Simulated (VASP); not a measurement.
A run of VASP 6.6.1 is set up as follows.

INCAR

```
ALGO = Normal
EDIFF = 1E-7
ENCUT = 520
GGA = PE
ISIF = 2
ISMEAR = -1
LASPH = True
LCHARG = True
LELF = True
LREAL = False
LVHAR = True
LWAVE = False
NBANDS = 26
NELM = 80
PREC = Accurate
SIGMA = 0.05
```

Contents of KPOINTS:

```
k-points
0
Gamma
  5 5 5
```

The input POSCAR:

```
KMg6Cd
1.0
    5.3358260000      0.0000000000      0.0000000000
    0.0000000000      3.3916290000      5.7961295000
    0.0000000000     -3.3916290000      5.7961295000
Cd K Mg
1 1 6
Direct
    0.5000000000      0.6566900000      0.6566900000
    0.0000000000      0.8315800000      0.8315800000
    0.5000000000      0.1669320000      0.1669320000
    0.5000000000      0.6568990000      0.1871310000
    0.5000000000      0.1871310000      0.6568990000
    0.0000000000      0.3367320000      0.3367320000
    0.0000000000      0.8284270000      0.3356070000
    0.0000000000      0.3356070000      0.8284270000
```

Potentials or basis: VASP PAW PBE potentials, release 64 (Cd, K_sv, Mg).

Run with:

```bash
$ cat potpaw_PBE.64/Cd/POTCAR potpaw_PBE.64/K_sv/POTCAR potpaw_PBE.64/Mg/POTCAR > POTCAR
$ mpirun -np 1 vasp_std > vasp.out
```

(1) Estimate the largest force.

(2) Estimate the pressure.

(3) What does it give for the band gap on the k mesh?

## Answers

(1) 0.130 eV/Å.

(2) -0.1 GPa.

(3) none (metal or under the smearing width).
